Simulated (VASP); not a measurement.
# In3SbO4 (I4/mmm) in VASP: notebook

One crystal, In3SbO4, is run at these levels: PBE; tasks: relaxation of cell and atoms.

Everything below comes from runs of VASP 6.6.1. Logs are shortened: lines on timing, memory, paths and dates and some standing lists are left out, and cuts for length are marked.

### Step 1. The crystal as given

Symmetry: I4/mmm, No. 139, tetragonal system. The conventional cell has a = 6.388 Å, b = 6.388 Å, c = 8.329 Å, α = 90.00°, β = 90.00°, γ = 90.00°. In (site symmetry mmm) has 2 O at 1.58 Å as nearest neighbours. In (site symmetry 4/mmm) has 4 In at 3.19 Å and 8 O at 3.56 Å as nearest neighbours. Around Sb (site symmetry 4/mmm) lie 4 O at 1.62 Å. Around O (site symmetry m2m) lie 1 In at 1.58 Å and 1 Sb at 1.62 Å.

The cell was built by a generator and needn't be a form met in nature.

### Step 2. Relaxation of cell and atoms, PBE

INCAR reads:

```
SYSTEM = In3SbO4
PREC = Normal
ENCUT = 520
EDIFF = 1E-4
ISMEAR = 0
SIGMA = 0.15
LREAL = .False.
LASPH = .True.
NELM = 60
ALGO = Fast
ISIF = 3
LWAVE = .False.
LCHARG = .False.
GGA = PE
IBRION = 2
NSW = 24
EDIFFG = -0.08
```

KPOINTS reads:

```
Automatic mesh
0
Gamma
  3 3 3
  0 0 0
```

POSCAR reads:

```
In3SbO4
1.0
   -3.1938303300      3.1938303300      4.1644797900
    3.1938303300     -3.1938303300      4.1644797900
    3.1938303300      3.1938303300     -4.1644797900
In Sb O
3 1 4
Direct
    0.5000000000      0.0000000000      0.5000000000
    0.0000000000      0.5000000000      0.5000000000
    0.5000000000      0.5000000000      0.0000000000
    0.0000000000      0.0000000000      0.0000000000
    0.0000000000      0.7467605300      0.7467605300
    0.0000000000      0.2532394700      0.2532394700
    0.7467605300      0.0000000000      0.7467605300
    0.2532394700      0.0000000000      0.2532394700
```

Potentials or basis: VASP PAW PBE potentials, release 64 (In_d, Sb, O).

The run is started by

```console
$ cat potpaw_PBE.64/In_d/POTCAR potpaw_PBE.64/Sb/POTCAR potpaw_PBE.64/O/POTCAR > POTCAR
$ mpirun -np 1 vasp_std > vasp.out
```

OUTCAR:

```text
SYSTEM = In3SbO4
   PREC = Normal
   ENCUT = 520
   EDIFF = 1E-4
   ISMEAR = 0
   LREAL = .False.
   LASPH = .True.
   NELM = 60
   ISIF = 3
   GGA = PE
   IBRION = 2
   NSW = 24
   EDIFFG = -0.08

 ion  position               nearest neighbor table
   1  0.500  0.000  0.500-   7 1.58   8 1.58   3 3.19   4 3.19   3 3.19   4 3.19
   2  0.000  0.500  0.500-   5 1.58   6 1.58   3 3.19   4 3.19   4 3.19   3 3.19
   3  0.500  0.500  0.000-   1 3.19   2 3.19   1 3.19   2 3.19
   4  0.000  0.000  0.000-   5 1.62   6 1.62   7 1.62   8 1.62   1 3.19   2 3.19   2 3.19   1 3.19

   5  0.000  0.747  0.747-   2 1.58   4 1.62
   6  0.000  0.253  0.253-   2 1.58   4 1.62
   7  0.747  0.000  0.747-   1 1.58   4 1.62
   8  0.253  0.000  0.253-   1 1.58   4 1.62

  LATTYP: Found a body centered tetragonal cell.
 ALAT       =     6.3876606600
 C/A-ratio  =     1.3039139089

  Lattice vectors:

 A1 = (  -3.1938303300,   3.1938303300,   4.1644797900)
 A2 = (   3.1938303300,  -3.1938303300,   4.1644797900)
 A3 = (   3.1938303300,   3.1938303300,  -4.1644797900)

Analysis of symmetry for initial positions (statically):
=====================================================================
 Subroutine PRICEL returns:
 Original cell was already a primitive cell.

 Routine SETGRP: Setting up the symmetry group for a
 body centered tetragonal supercell.

 Subroutine GETGRP returns: Found 16 space group operations
 (whereof 16 operations were pure point group operations)
 out of a pool of 16 trial point group operations.

The static configuration has the point symmetry D_4h.

Analysis of symmetry for dynamics (positions and initial velocities):
=====================================================================
 Subroutine PRICEL returns:
 Original cell was already a primitive cell.

 Routine SETGRP: Setting up the symmetry group for a
 body centered tetragonal supercell.

 Subroutine GETGRP returns: Found 16 space group operations
 (whereof 16 operations were pure point group operations)
 out of a pool of 16 trial point group operations.

The dynamic configuration has the point symmetry D_4h.

 Subroutine INISYM returns: Found 16 space group operations
 (whereof 16 operations are pure point group operations),
 and found     1 'primitive' translations

----------------------------------------------------------------------------------------

                                     Primitive cell

  volume of cell :     169.9200

  direct lattice vectors                    reciprocal lattice vectors
    -3.193830330  3.193830330  4.164479790     0.000000000  0.156551835  0.120063015
     3.193830330 -3.193830330  4.164479790     0.156551835  0.000000000  0.120063015
     3.193830330  3.193830330 -4.164479790     0.156551835  0.156551835  0.000000000

  length of vectors
     6.143614268  6.143614268  6.143614268     0.197290661  0.197290661  0.221397729

  position of ions in fractional coordinates (direct lattice)
     0.500000000  0.000000000  0.500000000
     0.000000000  0.500000000  0.500000000
     0.500000000  0.500000000  0.000000000
     0.000000000  0.000000000  0.000000000
     0.000000000  0.746760530  0.746760530
     0.000000000  0.253239470  0.253239470
     0.746760530  0.000000000  0.746760530
     0.253239470  0.000000000  0.253239470

  ion indices of the primitive-cell ions
   primitive index   ion index
                 1           1
                 2           2
                 3           3
                 4           4
                 5           5
                 6           6
                 7           7
                 8           8

----------------------------------------------------------------------------------------

 KPOINTS: Automatic mesh

Automatic generation of k-mesh.
 Grid dimensions read from file:
 generate k-points for:    3    3    3

 Generating k-lattice:

  Cartesian coordinates                     Fractional coordinates (reciprocal lattice)
     0.000000000  0.052183945  0.040021005     0.333333333  0.000000000  0.000000000
     0.052183945  0.000000000  0.040021005     0.000000000  0.333333333  0.000000000
     0.052183945  0.052183945  0.000000000     0.000000000  0.000000000  0.333333333

  Length of vectors
[... 25 lines left out ...]
   NGXF,Y,Z  is equivalent  to a cutoff of  19.48, 19.48, 19.48 a.u.
 SYSTEM =  In3SbO4
   PREC   = normal    normal or accurate (medium, high low for compatibility)
   ISTART =      0    job   : 0-new  1-cont  2-samecut
   ICHARG =      2    charge: 1-file 2-atom 10-const
   ISPIN  =      1    spin polarized calculation?
   LNONCOLLINEAR =      F non collinear calculations
   LSORBIT =      F    spin-orbit coupling
   LASPH  =      T    aspherical Exc in radial PAW
   ENCUT  =  520.0 eV  38.22 Ry    6.18 a.u.  11.42 11.42 11.42*2*pi/ulx,y,z
   NELM   =     60;   NELMIN=  2; NELMDL= -5     # of ELM steps
   EDIFF  = 0.1E-03   stopping-criterion for ELM
   LREAL  =      F    real-space projection
[... 13 lines left out ...]
   ISMEAR =     0;   SIGMA  =   0.15  broadening in eV -4-tet -1-fermi 0-gaus
   EFERMI_NEDOS =   21; number of points for ismear=-14 and -15
   IALGO  =     68    algorithm
   IMIX   =      4    mixing-type and parameters
     AMIX     =   0.40;   BMIX     =  1.00
     AMIX_MAG =   1.60;   BMIX_MAG =  1.00
  volume/ion in A,a.u.               =      21.24       143.33
  Fermi-wavevector in a.u.,A,eV,Ry     =   1.206414  2.279792 19.802388  1.455434
  Thomas-Fermi vector in A             =   2.342082
   LORBIT       =      0    0 simple, 1 ext, 2 COOP (PROOUT), +10 PAW based schemes
   GGA     = PE    functional components
   LHFCALC =     F    Hartree Fock is set to
   AEXX    =    0.0000 exact exchange contribution
   IVDW    =     0    specifies the selected vdW correction
   LEPSILON=     F    determine dielectric tensor
   LRPA    =     F    only Hartree local field effects (RPA)
 conjugate gradient relaxation of ions
 non-spin polarized calculation
 RMM-DIIS sequential band-by-band and
 Gauss-broadening in eV      SIGMA  =   0.15
  energy-cutoff  :      520.00
  volume of cell :      169.92
 maximum number of plane-waves:      4595
   NGX = 23   NGY = 23   NGZ = 23

--------------------------------------- Ionic step        1  -------------------------------------------

 number of electron      68.0000139 magnetization

 Free energy of the ion-electron system (eV)
  ---------------------------------------------------
  ext. energy  EPLUGINS =         0.00000000
  ---------------------------------------------------
  free energy    TOTEN  =       -11.05247733 eV

  energy without entropy =      -11.02804518  energy(sigma->0) =      -11.04026126

------------------------ aborting loop because EDIFF is reached ----------------------------------------

  FORCE on cell =-STRESS in cart. coord.  units (eV):
  Direction    XX          YY          ZZ          XY          YZ          ZX
  --------------------------------------------------------------------------------------
  -------------------------------------------------------------------------------------
  Total      126.7000448    126.7000448     -1.6515182      0.0000000      0.0000000      0.0000000
  in kB     1194.6561387   1194.6561387    -15.5721836      0.0000000      0.0000000      0.0000000
  external PRESSURE =     791.2466980 kB  Pullay stress =       0.0000000 kB
[... 29 lines left out ...]
--------------------------------------- Ionic step        2  -------------------------------------------

 number of electron      67.9999309 magnetization

 E-fermi :  -2.1688     XC(G=0):  -4.8922

 val. band max:       -2.1863555638   @ k =   0.3333   0.3333   0.0000
 cond. band min:      -2.1649569765   @ k =  -0.3333   0.3333   0.3333
 fundamental gap:      0.0213985873
 Fermi energy:        -2.1688027979

 k-point     1 :       0.0000    0.0000    0.0000
  band No.  band energies     occupation
      1     -18.6663      2.00000
      2     -18.6134      2.00000
      3     -18.6102      2.00000
      4     -18.6102      2.00000
      5     -17.9343      2.00000
      6     -17.9340      2.00000
[... 288 lines left out ...]
--------------------------------------- Ionic step        3  -------------------------------------------

 number of electron      68.0000072 magnetization

------------------------ aborting loop EDIFF was not reached (unconverged)  ----------------------------

  FORCE on cell =-STRESS in cart. coord.  units (eV):
  Direction    XX          YY          ZZ          XY          YZ          ZX
  --------------------------------------------------------------------------------------
  -------------------------------------------------------------------------------------
  Total      -19.2278183    -19.2278183     -6.6341143      0.0000000      0.0000000      0.0000000
  in kB     -103.1415796   -103.1415796    -35.5866183      0.0000000      0.0000000      0.0000000
  external PRESSURE =     -80.6232592 kB  Pullay stress =       0.0000000 kB
[... 23 lines left out ...]
  FREE ENERGIE OF THE ION-ELECTRON SYSTEM (eV)
  ---------------------------------------------------
  free  energy   TOTEN  =        -7.8197293149 eV

  energy  without entropy=       -7.7810955539  energy(sigma->0) =       -7.80041243

[... ionic steps 4 to 18 ...]

--------------------------------------- Ionic step       19  -------------------------------------------

 number of electron      67.9999893 magnetization

------------------------ aborting loop because EDIFF is reached ----------------------------------------
[... 79 lines left out ...]
--------------------------------------- Ionic step       21  -------------------------------------------

 number of electron      67.9999884 magnetization

 Free energy of the ion-electron system (eV)
  ---------------------------------------------------
  ext. energy  EPLUGINS =         0.00000000
  ---------------------------------------------------
  free energy    TOTEN  =       -34.28741613 eV

  energy without entropy =      -34.23895702  energy(sigma->0) =      -34.26318657

 E-fermi :   3.2615     XC(G=0):  -8.1914

 val. band max:        3.2593157575   @ k =   0.3333   0.3333   0.0000
 cond. band min:       3.3790082838   @ k =   0.3333   0.0000   0.0000
 fundamental gap:      0.1196925263
 Fermi energy:         3.2614715565

 k-point     1 :       0.0000    0.0000    0.0000
  band No.  band energies     occupation
      1     -15.9170      2.00000
      2     -15.0713      2.00000
      3     -14.8539      2.00000
      4     -14.8539      2.00000
      5     -12.1099      2.00000
      6     -12.0995      2.00000
[... 282 lines left out ...]
  FREE ENERGIE OF THE ION-ELECTRON SYSTEM (eV)
  ---------------------------------------------------
  free  energy   TOTEN  =       -34.2874161269 eV

  energy  without entropy=      -34.2389570194  energy(sigma->0) =      -34.26318657

 reached required accuracy - stopping structural energy minimisation
```

Run time: 5 min. Hardware: 1 thread of Intel Xeon 6975P-C (Granite Rapids), shared host; peak memory 0.24 GiB.

What came out:

| Item | Value |
| --- | --- |
| Free energy | -34.2874 eV |
| Relaxed volume | 24.76 Å³/atom |
| Relaxed cell | a = 6.443 Å, b = 6.443 Å, c = 6.443 Å, α = 103.49°, β = 103.49°, γ = 122.23° |
| Space group after relaxing (to 0.05 Å) | I4/mmm (No. 139) |
| Energy gained by relaxing | 2904.4 meV/atom |
| Ionic steps | 21 |
| Pressure after relaxing | 0.3 GPa |
| Largest force after relaxing | 0.066 eV/Å |
| Band gap on the k mesh | none (metal or under the smearing width) |

Forces in eV/Å, atoms in the order of the input:
```
In   0.000  0.000  0.000
In   0.000  0.000  0.000
In   0.000  0.000  0.000
Sb   0.000  0.000  0.000
O   -0.066  0.000  0.000
O    0.066  0.000  0.000
O    0.000 -0.066  0.000
O    0.000  0.066  0.000
```

Stress tensor (GPa, compression positive):
```
 0.51  0.00  0.00
 0.00  0.51  0.00
 0.00  0.00 -0.18
```

Step by step:
```tsv
step	energy change (eV)	largest force (eV/Å)	pressure (GPa)	volume (Å³)
1	0.0000	0.4775	79.12	169.92
2	17.6690	0.1999	-27.55	523.50
3	3.2327	0.6263	-8.06	298.68
4	-19.8461	1.0820	-4.06	279.70
5	-21.6827	0.7078	-2.57	267.53
6	-18.2637	1.6125	18.67	216.01
7	-22.0283	0.6707	-1.66	262.42
8	-22.0359	0.7290	-0.85	258.62
9	-22.2103	0.2918	-0.61	252.60
10	-22.3747	1.0134	0.19	238.41
11	-22.4865	1.0202	-0.68	235.07
12	-22.7417	0.9259	-3.50	224.28
13	-22.1641	0.5295	-5.46	199.07
14	-22.7771	0.8780	-3.92	220.94
15	-22.8869	0.8680	-3.39	215.32
16	-23.0666	0.8631	-1.59	198.69
17	-23.1284	0.8055	-1.07	197.92
18	-23.1977	0.4679	1.38	195.53
19	-23.1995	0.5407	1.02	195.87
20	-23.2278	0.2461	0.37	197.21
21	-23.2349	0.0657	0.28	198.06
```

Final structure:
```cif
data_structure
_symmetry_space_group_name_H-M 'P 1'
_symmetry_Int_Tables_number 1
_cell_length_a 6.4425
_cell_length_b 6.4425
_cell_length_c 6.4425
_cell_angle_alpha 103.493
_cell_angle_beta 103.493
_cell_angle_gamma 122.231
_cell_volume 198.06
loop_
_atom_site_label
_atom_site_type_symbol
_atom_site_fract_x
_atom_site_fract_y
_atom_site_fract_z
_atom_site_occupancy
In1 In 0.50000 0.00000 0.50000 1
In2 In 0.00000 0.50000 0.50000 1
In3 In 0.50000 0.50000 0.00000 1
Sb1 Sb 0.00000 0.00000 0.00000 1
O1 O 0.00000 0.74855 0.74855 1
O2 O 0.00000 0.25145 0.25145 1
O3 O 0.74855 0.00000 0.74855 1
O4 O 0.25145 0.00000 0.25145 1
```

Caveat: the k mesh is coarse (spacing up to 0.46 Å⁻¹), so the values aren't converged; the volume moved by over 15 % at a fixed basis, so the end points are rough; the relaxation stopped at a loose force limit of 0.08 eV/Å, so its end isn't a converged minimum.

### Step 3. Relaxation of cell and atoms, PBE

This run uses another cell than the first one, of 18.63 Å³/atom, 0.877 times its volume.

INCAR is that of step 2.

KPOINTS is that of step 2.

POSCAR reads:

```
In3SbO4
1.0
   -3.3397705400      3.3397705400      3.3397705400
    3.3397705400     -3.3397705400      3.3397705400
    3.3397705400      3.3397705400     -3.3397705400
In Sb O
3 1 4
Direct
    0.0000000000      0.5000000000      0.5000000000
    0.5000000000      0.0000000000      0.5000000000
    0.5000000000      0.5000000000      0.0000000000
    0.0000000000      0.0000000000      0.0000000000
    0.5000000000      0.5000000000      0.5000000000
    0.0000000000      0.0000000000      0.5000000000
    0.0000000000      0.5000000000      0.0000000000
    0.5000000000      0.0000000000      0.0000000000
```

Potentials or basis: VASP PAW PBE potentials, release 64 (In_d, Sb, O).

The run is started by

```console
$ cat potpaw_PBE.64/In_d/POTCAR potpaw_PBE.64/Sb/POTCAR potpaw_PBE.64/O/POTCAR > POTCAR
$ mpirun -np 1 vasp_std > vasp.out
```

It took 18 s on 1 thread of Intel Xeon 6975P-C (Granite Rapids), shared host; peak memory 0.19 GiB.

Results (log left out):

```
Free energy                            : -34.3198 eV
Relaxed volume                         : 14.65 Å³/atom
Relaxed cell                           : a = 5.339 Å, b = 5.339 Å, c = 5.339 Å, α = 109.47°, β = 109.47°, γ = 109.47°
Space group after relaxing (to 0.05 Å) : Im-3m (No. 229)
Energy gained by relaxing              : 210.3 meV/atom
Ionic steps                            : 2
Pressure after relaxing                : 0.5 GPa
Band gap on the k mesh                 : none (metal or under the smearing width)
```

The path:
| step | energy change (eV) | largest force (eV/Å) | pressure (GPa) | volume (Å³) |
| --- | --- | --- | --- | --- |
| 1 | 0.0000 | 0.0000 | -13.72 | 149.01 |
| 2 | -1.6827 | 0.0000 | 0.47 | 117.19 |

Final structure:
```
CELL_PARAMETERS angstrom
-3.08275 3.08275 3.08275
3.08275 -3.08275 3.08275
3.08275 3.08275 -3.08275
ATOMIC_POSITIONS crystal
In 0.00000 0.50000 0.50000
In 0.50000 0.00000 0.50000
In 0.50000 0.50000 0.00000
Sb 0.00000 0.00000 0.00000
O 0.50000 0.50000 0.50000
O 0.00000 0.00000 0.50000
O 0.00000 0.50000 0.00000
O 0.50000 0.00000 0.00000
```

Levels at points of the mesh, in eV from the Fermi level:
```csv
k point,band 32,band 33,band 34,band 35,band 36,band 37
"(0.00, 0.00, 0.00)",-2.02,-2.02,-1.99,-1.99,2.64,2.64
```

Caveat: the k mesh is coarse (spacing up to 0.44 Å⁻¹), so the values aren't converged; the volume moved by over 15 % at a fixed basis, so the end points are rough; the relaxation stopped at a loose force limit of 0.08 eV/Å, so its end isn't a converged minimum.

### Step 4. Relaxation of cell and atoms, PBE

This run uses another cell than the first one, of 19.75 Å³/atom, 0.930 times its volume.

INCAR is that of step 3.

KPOINTS reads:

```
Automatic mesh
0
Gamma
  3 3 2
  0 0 0
```

POSCAR reads:

```
In3SbO4
1.0
    4.4400379600      0.0000000000      0.0000000000
    0.0000000000      4.4400379600      0.0000000000
    0.0000000000      0.0000000000      8.0146676700
In Sb O
3 1 4
Direct
    0.0000000000      0.5000000000      0.0000000000
    0.5000000000      0.0000000000      0.0000000000
    0.5000000000      0.5000000000      0.5000000000
    0.5000000000      0.5000000000      0.0000000000
    0.0000000000      0.0000000000      0.5000000000
    0.5000000000      0.5000000000      0.2854130900
    0.5000000000      0.5000000000      0.7145869100
    0.0000000000      0.0000000000      0.0000000000
```

The run is started by

```console
$ cat potpaw_PBE.64/In_d/POTCAR potpaw_PBE.64/Sb/POTCAR potpaw_PBE.64/O/POTCAR > POTCAR
$ mpirun -np 1 vasp_std > vasp.out
```

Run time: 2.2 min. Hardware: 1 thread of Intel Xeon 6975P-C (Granite Rapids), shared host; peak memory 0.22 GiB.

It converged, with:

```
Free energy                            : -29.8142 eV
Relaxed volume                         : 27.41 Å³/atom
Relaxed cell                           : a = 5.219 Å, b = 5.219 Å, c = 8.051 Å, α = 90.00°, β = 90.00°, γ = 90.00°
Space group after relaxing (to 0.05 Å) : P4/mmm (No. 123)
Energy gained by relaxing              : 1036.2 meV/atom
Ionic steps                            : 9
Pressure after relaxing                : -0.2 GPa
Largest force after relaxing           : 0.018 eV/Å
Band gap on the k mesh                 : none (metal or under the smearing width)
```

Forces on the atoms (eV/Å):
```
In   0.000  0.000  0.000
In   0.000  0.000  0.000
In   0.000  0.000  0.000
Sb   0.000  0.000  0.000
O    0.000  0.000  0.000
O    0.000  0.000  0.018
O    0.000  0.000 -0.018
O    0.000  0.000  0.000
```

Stress tensor (GPa, compression positive):
```
-0.10  0.00  0.00
 0.00 -0.10  0.00
 0.00  0.00 -0.33
```

Step by step:
| step | energy change (eV) | largest force (eV/Å) | pressure (GPa) | volume (Å³) |
| --- | --- | --- | --- | --- |
| 1 | 0.0000 | 8.8864 | 39.21 | 158.00 |
| 2 | -5.0402 | 0.1182 | -9.45 | 294.38 |
| 3 | -7.7942 | 0.5689 | -1.28 | 222.83 |
| 4 | -8.2518 | 0.9253 | -0.20 | 219.66 |
| 5 | -8.2539 | 0.9259 | -0.26 | 219.86 |
| 6 | -8.2868 | 0.1174 | 0.14 | 218.38 |
| 7 | -8.2879 | 0.0110 | 0.12 | 218.58 |
| 8 | -8.2879 | 0.0536 | 0.15 | 218.61 |
| 9 | -8.2897 | 0.0175 | -0.18 | 219.30 |

Final structure:
```
CELL_PARAMETERS angstrom
5.21896 0.00000 0.00000
0.00000 5.21896 0.00000
0.00000 0.00000 8.05137
ATOMIC_POSITIONS crystal
In 0.00000 0.50000 0.00000
In 0.50000 0.00000 0.00000
In 0.50000 0.50000 0.50000
Sb 0.50000 0.50000 0.00000
O 0.00000 0.00000 0.50000
O 0.50000 0.50000 0.26078
O 0.50000 0.50000 0.73922
O 0.00000 0.00000 0.00000
```

Levels at points of the mesh, in eV from the Fermi level:
| k point | band 33 | band 34 | band 35 | band 36 | band 37 | band 38 |
| --- | --- | --- | --- | --- | --- | --- |
| (0.00, 0.00, 0.00) | -0.23 | -0.08 | -0.08 | -0.04 | 1.79 | 2.20 |
| (0.00, 0.00, 0.50) | -0.15 | -0.10 | -0.10 | 0.17 | 0.57 | 3.07 |

Caveat: the k mesh is coarse (spacing up to 0.47 Å⁻¹), so the values aren't converged; the volume moved by over 15 % at a fixed basis, so the end points are rough; the relaxation stopped at a loose force limit of 0.08 eV/Å, so its end isn't a converged minimum. Spin-orbit coupling is left out, which matters for the levels of Sb.
